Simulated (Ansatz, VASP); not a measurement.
BiAu in VASP and in Ansatz

```
Au Bi
1.0
     0.00000    2.99214    2.99214
     2.99214    0.00000    2.99214
     2.99214    2.99214    0.00000
Au Bi
1 1
Direct
  0.00000 0.00000 0.00000
  0.50000 0.50000 0.50000
```

Change from the starting cell: volume scaled by 1.02.

Alike in both runs: task single point; functional PBE; k mesh 12 × 12 × 12; occupations fermi-dirac, width 0.03 eV; no spin polarisation.

|  | VASP | Ansatz |
| --- | --- | --- |
| version | VASP 6.6.1 | Ansatz 0.2.0 |
| potentials or method | VASP PAW PBE potentials, release 64 (Au, Bi_d), cutoff 520 eV | all-electron LAPW, scalar-relativistic |

```csv
,VASP,Ansatz,Ansatz less VASP
pressure (GPa),-1.4,-1.3,+0.11
```

Ansatz ran all-electron here, so the differences hold the error of VASP's frozen core and of both bases.
